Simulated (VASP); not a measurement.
Computed with PW91 GGA, VASP's PBE PAW potentials (set 64) (plane waves; VASP).

The input files of a VASP run:

**INCAR**
```
NELM = 100   # most electronic steps
EDIFFG = -0.01   # ionic stop
LREAL = .FALSE.
PREC = Accurate
ISIF = 3
ENCUT = 520
NSW = 60   # most ionic steps
LCHARG = .FALSE.
SIGMA = 0.1
ISMEAR = 1   # Methfessel-Paxton
ALGO = Normal
EDIFF = 1E-6
SYSTEM = Mg
GGA = 91
IBRION = 2   # conjugate gradients
LWAVE = .FALSE.
LASPH = .TRUE.   # aspherical one-centre terms
```

File KPOINTS:
```
Automatic mesh
0
Gamma
12 12 7
0 0 0
```

### POSCAR
```
Mg
1
    1.6050000000    -2.7799420000     0.0000000000
    1.6050000000     2.7799420000     0.0000000000
    0.0000000000     0.0000000000     5.2100000000
Mg
2
Direct
  0.3333330000   0.6666670000   0.2500000000
  0.6666670000   0.3333330000   0.7500000000
```

POTCAR, in this order: Mg (PBE.64 set). Program: vasp_std.

Task: What will the output report for the number of irreducible k-points (NKPTS), largest plane-wave count, number of space-group operations, FFT grid (NGX, NGY, NGZ)?

Result: 
```yaml
number of irreducible k-points (NKPTS): 76
largest_plane_wave_count: 1281
number_of_space_group_operations: 24
FFT grid (NGX, NGY, NGZ): 24 × 24 × 40
```

The compound is Mg in the hcp structure. This run relaxes it. Symmetry was kept, so distortions that lower it aren't found.
